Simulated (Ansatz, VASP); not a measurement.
# CaPbSeS: VASP beside Ansatz, part 2 of 2

One calculation is typed for both programs; each brings its own data sets. How far apart do they land? The cell is generated by rule, not measured, and may not be a known phase. The cell is taken from a series of runs on this material, whose earlier steps may have relaxed, scaled, displaced or heated it; both programs get it as it stands.

VASP 6.6.1 and Ansatz 0.2.0.

So far: The structure; Ansatz: relaxation of cell and atoms, LDA.

### 3. VASP: relaxation of cell and atoms, LDA

Level of this step: LDA; plane waves and PAW (Ca_sv, Pb_d, S, Se); invented cell (VASP).

The same cell, functional (in two slightly different forms) and mesh now go to VASP, with its own data sets.

Lines of VASP's logs that name or quote its potential files are left out, and so is its time.

The input, INCAR:

```
SYSTEM = CaPbSeS
PREC = Accurate
ENCUT = 500
EDIFF = 1E-07
NELM = 120
ISMEAR = 0
SIGMA = 0.01
LREAL = .FALSE.
ALGO = Normal
GGA = PW92
NBANDS = 44
LORBIT = 11
LWAVE = .FALSE.
LCHARG = .FALSE.
ISIF = 3
IBRION = 2
NSW = 80
EDIFFG = -0.005
LASPH = .TRUE.
GGA_COMPAT = .FALSE.
NELMIN = 4
EFERMI = MIDGAP
KPAR = 2
```

The input, POSCAR:

```
CaPbSeS
1.0
    2.9104430000      2.9104430000      0.0000000000
   -2.9104430000      2.9104430000      0.0000000000
    0.0000000000      0.0000000000     11.6737860000
Ca Pb S Se
2 2 2 2
Direct
    0.0000000000      0.0000000000      0.4961778467
    0.5000000000      0.5000000000      0.7538221105
    0.0000000000      0.0000000000      0.0005276780
    0.5000000000      0.5000000000      0.2494722792
    0.5000000000      0.5000000000      0.9917527184
    0.0000000000      0.0000000000      0.2582472388
    0.5000000000      0.5000000000      0.5033381630
    0.0000000000      0.0000000000      0.7466617942
```

The input, KPOINTS:

```
Automatic mesh
0
Gamma
8 8 2
0 0 0
```

Potentials, in the order of the species: Ca_sv, Pb_d, S and Se (LDA family, release 64).

Run with:

```
$ mpirun -np 2 vasp_std
```

Numbers of over 12 decimals in the logs are rounded to 6 here.

The log of the run:

```text
[banner, memory and clock lines left out]
running    2 mpi-ranks, on    1 nodes
 distrk:  each k-point on    1 cores,    2 groups
 distr:  one band on    1 cores,    1 groups

 POSCAR found type information on POSCAR CaPbS Se
 POSCAR found :  4 types and       8 ions
|                                                                             |
|               ----> ADVICE to this user running VASP <----                  |
|                                                                             |
|     You enforced a specific xc type in the INCAR file but a different       |
|     [... a line on the potential file left out ...]
|     I HOPE YOU KNOW WHAT YOU ARE DOING!                                     |
|                                                                             |

 LDA part: xc-table for (Slater(with rela. corr.)+PW92), standard interpolation
 POSCAR, INCAR and KPOINTS ok, starting setup
 FFT: planning ... GRIDC
 FFT: planning ... GRID_SOFT
 FFT: planning ... GRID
 WAVECAR not read
 entering main loop
       N       E                     dE             d eps       ncg     rms          rms(c)
DAV:   1     0.784304162760E+03    0.78430E+03   -0.32541E+04  2640   0.160E+03
DAV:   2     0.634961155019E+02   -0.72081E+03   -0.70292E+03  2724   0.455E+02
DAV:   3    -0.367445380868E+02   -0.10024E+03   -0.98089E+02  4044   0.171E+02
DAV:   4    -0.424339155318E+02   -0.56894E+01   -0.56698E+01  3800   0.386E+01
DAV:   5    -0.428407371048E+02   -0.40682E+00   -0.40642E+00  4704   0.838E+00    0.902E+00
DAV:   6    -0.413206702919E+02    0.15201E+01   -0.38537E+00  3644   0.988E+00    0.570E+00
DAV:   7    -0.411736860665E+02    0.14698E+00   -0.11096E+00  3852   0.435E+00    0.247E+00
DAV:   8    -0.411667782160E+02    0.69079E-02   -0.27733E-01  3452   0.259E+00    0.637E-01
DAV:   9    -0.411647731279E+02    0.20051E-02   -0.39985E-02  3852   0.939E-01    0.294E-01
DAV:  10    -0.411643527518E+02    0.42038E-03   -0.72127E-03  4104   0.396E-01    0.112E-01
DAV:  11    -0.411643009309E+02    0.51821E-04   -0.67922E-04  3796   0.135E-01    0.499E-02
DAV:  12    -0.411643080775E+02   -0.71466E-05   -0.17623E-04  4004   0.454E-02    0.295E-02
DAV:  13    -0.411643055894E+02    0.24882E-05   -0.17972E-05  3516   0.195E-02    0.788E-03
DAV:  14    -0.411643044123E+02    0.11771E-05   -0.78144E-06  3784   0.131E-02    0.473E-03
DAV:  15    -0.411643044661E+02   -0.53734E-07   -0.95772E-07  2852   0.439E-03
   1 F= -.41164304E+02 E0= -.41164304E+02  d E =-.411643E+02
[...]
2 F= -.41164522E+02 E0= -.41164522E+02  d E =-.217829E-03
[...]
3 F= -.41164551E+02 E0= -.41164551E+02  d E =-.246666E-03
[...]
4 F= -.41164551E+02 E0= -.41164551E+02  d E =-.246580E-03
[...]
5 F= -.41164487E+02 E0= -.41164487E+02  d E =-.182730E-03
[...]
6 F= -.41164551E+02 E0= -.41164551E+02  d E =-.246299E-03
 curvature:  -0.00 expect dE=-0.151E-09 dE for cont linesearch -0.306E-11
 ZBRENT: accuracy reached
 trial: gam=-0.00403 g(F)=  0.568E-05 g(S)=  0.133E-05 ort = 0.965E-05 (trialstep = 0.943E+00)
 search vector abs. value=  0.694E-05
 bond charge predicted
       N       E                     dE             d eps       ncg     rms          rms(c)
DAV:   1    -0.411645586209E+02   -0.77787E-05   -0.50878E-04  2900   0.115E-01    0.109E-02
DAV:   2    -0.411645577620E+02    0.85889E-06   -0.25294E-05  3460   0.323E-02    0.572E-03
DAV:   3    -0.411645565224E+02    0.12396E-05   -0.15726E-06  3636   0.830E-03    0.313E-03
DAV:   4    -0.411645561704E+02    0.35196E-06   -0.77621E-07  3220   0.560E-03    0.699E-04
DAV:   5    -0.411645561730E+02   -0.26075E-08   -0.14844E-07  1916   0.244E-03
   7 F= -.41164556E+02 E0= -.41164556E+02  d E =-.540819E-05
 trial-energy change:   -0.000005  1 .order   -0.000005   -0.000007   -0.000004
 step:   2.5926(harm=  2.5926)  dis= 0.00079  next Energy=   -41.164560 (dE=-0.904E-05)
 reached required accuracy - stopping structural energy minimisation
```

Parts of OUTCAR (step 3):

```text
ion  position               nearest neighbor table
   1  0.000  0.000  0.496-   6 2.78   7 2.91   7 2.91   7 2.91   7 2.91   8 2.92
   2  0.500  0.500  0.754-   5 2.78   8 2.91   8 2.91   8 2.91   8 2.91   7 2.92
   3  0.000  0.000  0.001-   5 2.91   5 2.91   5 2.91   5 2.91   8 2.96   6 3.01   4 4.11   4 4.11
                             4 4.11   4 4.11
   4  0.500  0.500  0.249-   6 2.91   6 2.91   6 2.91   6 2.91   7 2.96   5 3.01   3 4.11   3 4.11
                             3 4.11   3 4.11
   5  0.500  0.500  0.992-   2 2.78   3 2.91   3 2.91   3 2.91   3 2.91   4 3.01
   6  0.000  0.000  0.258-   1 2.78   4 2.91   4 2.91   4 2.91   4 2.91   3 3.01
   7  0.500  0.500  0.503-   1 2.91   1 2.91   1 2.91   1 2.91   2 2.92   4 2.96
   8  0.000  0.000  0.747-   2 2.91   2 2.91   2 2.91   2 2.91   1 2.92   3 2.96

  LATTYP: Found a simple tetragonal cell.
 ALAT       =     4.1159879631
 C/A-ratio  =     2.8362050872

 Subroutine GETGRP returns: Found 16 space group operations
 (whereof  8 operations were pure point group operations)

The static configuration has the point symmetry C_4v.
 The point group associated with its full space group is D_4h.

 Found     30 irreducible k-points:

   k-points           NKPTS =     30   k-points in BZ     NKDIM =     30   number of bands    NBANDS=     44

   dimension x,y,z NGX =    30 NGY =   30 NGZ =   90
   dimension x,y,z NGXF=    60 NGYF=   60 NGZF=  180

   ENCUT  =  500.0 eV  36.75 Ry    6.06 a.u.   7.50  7.50 21.28*2*pi/ulx,y,z

   NELECT =      72.0000    total number of electrons

 k-points in reciprocal lattice and weights: Automatic mesh
   0.00000000  0.00000000  0.00000000       0.008
   0.12500000  0.00000000  0.00000000       0.031
   0.25000000  0.00000000  0.00000000       0.031
   0.37500000  0.00000000  0.00000000       0.031
   0.50000000  0.00000000  0.00000000       0.016
   0.12500000  0.12500000  0.00000000       0.031
   0.25000000  0.12500000  0.00000000       0.062
   0.37500000  0.12500000  0.00000000       0.062
   0.50000000  0.12500000  0.00000000       0.031
[...]
0.50000000  0.37500000  0.50000000       0.031
   0.50000000  0.50000000  0.50000000       0.008

 average (electrostatic) potential at core
       1 -44.1053       2 -44.1053       3 -92.3920       4 -92.3920       5 -86.7816
       6 -86.7816       7 -58.8802       8 -58.8802

 E-fermi :   5.0772

 k-point     1 :       0.0000    0.0000    0.0000
  band No.  band energies     occupation
    ...
     32       3.1628      2.00000
     33       3.1628      2.00000
     34       3.2533      2.00000
     35       3.7576      2.00000
     36       3.7576      2.00000
     37       6.0685      0.00000
     38       6.8344      0.00000
     39       8.0380      0.00000
     40       8.2559      0.00000
     41       8.2559      0.00000
    ...

 k-point     2 :       0.1250    0.0000    0.0000
  band No.  band energies     occupation
    ...
     32       2.8622      2.00000
     33       3.0759      2.00000
     34       3.1305      2.00000
     35       3.4990      2.00000
     36       3.5926      2.00000
     37       6.4769      0.00000
     38       7.1472      0.00000
     39       8.0859      0.00000
     40       8.1489      0.00000
     41       8.2062      0.00000
    ...

 k-point     3 :       0.2500    0.0000    0.0000
  band No.  band energies     occupation
    ...
     32       2.7479      2.00000
     33       2.8599      2.00000
     34       2.8938      2.00000
     35       3.2556      2.00000
     36       3.7246      2.00000
     37       7.2024      0.00000
     38       7.3051      0.00000
     39       7.3705      0.00000
     40       7.8967      0.00000
     41       8.1385      0.00000
    ...

  Total        0.0020026      0.0020026      0.0070273      0.0000000      0.0000000      0.0000000
  in kB        0.0161841      0.0161841      0.0567917      0.0000000      0.0000000      0.0000000
  external PRESSURE =       0.0297200 kB  Pullay stress =       0.0000000 kB

  energy-cutoff  :      500.00
  volume of cell :      198.25
      direct lattice vectors                 reciprocal lattice vectors
     2.912460341  2.912460341 -0.000000000     0.171676157  0.171676157 -0.000000000
    -2.912460341  2.912460341  0.000000000    -0.171676157  0.171676157  0.000000000
     0.000000000  0.000000000 11.685933055     0.000000000  0.000000000  0.085572970

 POSITION                                       TOTAL-FORCE (eV/Angst)
 -----------------------------------------------------------------------------------
      2.91246      2.91246      5.79811        -0.000000      0.000000     -0.002911
      0.00000      2.91246      8.80931         0.000000     -0.000000      0.002911
      0.00000      0.00000      0.00620        -0.000000     -0.000000      0.000044
      0.00000      2.91246      2.91528         0.000000      0.000000     -0.000044
      0.00000      2.91246     11.58980         0.000000     -0.000000      0.002037
     -2.91246      2.91246      3.01761        -0.000000      0.000000     -0.002037
      0.00000      2.91246      5.88153        -0.000000      0.000000     -0.004363
     -2.91246      2.91246      8.72589         0.000000     -0.000000      0.004363
 -----------------------------------------------------------------------------------
    total drift:                               -0.000000      0.000000      0.000000

  FREE ENERGIE OF THE ION-ELECTRON SYSTEM (eV)
  ---------------------------------------------------
  free  energy   TOTEN  =       -41.1645561730 eV

  energy  without entropy=      -41.1645561730  energy(sigma->0) =      -41.16455617

 reached required accuracy - stopping structural energy minimisation

 total charge
# of ion       s       p       d       tot
------------------------------------------
    1        2.037   5.848   0.272   8.157
    2        2.037   5.848   0.272   8.157
    3        1.487   0.549   9.846  11.882
    4        1.487   0.549   9.846  11.882
    5        1.346   2.355   0.000   3.701
    6        1.346   2.355   0.000   3.701
    7        1.442   2.475   0.009   3.926
    8        1.442   2.475   0.009   3.926
--------------------------------------------------
tot         12.624  22.456  20.253  55.333

[... 3 further parts left out ...]
```

### 4. Comparison

Known differences besides the potentials themselves: fixed occupations in Ansatz, narrow Gaussian smearing in VASP; the data sets hold 92 valence electrons in Ansatz (on its default PAW (the set named soft_2) files) and 72 in VASP; the cutoff is 420 eV in Ansatz and 500 eV in VASP; VASP's log shows a relativistic correction to its local exchange, Ansatz's none; Ansatz adds a Pulay correction to the stress that steers its cell, VASP none. Total energies have different zeros and are not compared.

Compared:

| quantity | Ansatz | VASP | difference |
| --- | --- | --- | --- |
| volume (Å³) | 197.77 | 198.25 | -0.24 % |
| edge a after relaxation, in the typed setting (Å) | 4.116 | 4.119 | -0.08 % |
| edge c after relaxation, in the typed setting (Å) | 11.676 | 11.686 | -0.08 % |

### 5. Summary of results

- difference in volume (relaxation of cell and atoms, LDA): -0.24 %

**Reading.** The difference in volume is -0.24 % (relaxation of cell and atoms, LDA), within the 1.2 % picked in this series as the mark of a large difference, as far as the stopping tolerances let one tell. The data sets hold unlike numbers of valence electrons (92 in Ansatz and 72 in VASP), so part of the differences may come from the potentials. 1 further pair of this series is not shown here. Such differences can come from data sets, numerical settings and the points named under the comparisons, not from the functional's error against experiment.

[Lines on the potential files, build, host, timing and source positions are cut from VASP's logs without a mark.]

[Logs are printed without paths, hosts, clocks, repeated set-up lines and the standing remarks that a program may print on its own settings, such as how far it seeks lower states.]

[Hosts, paths, dates, database ids (printed as entryN), source tags and the programs' standing remarks are cut or masked in the printed files.]
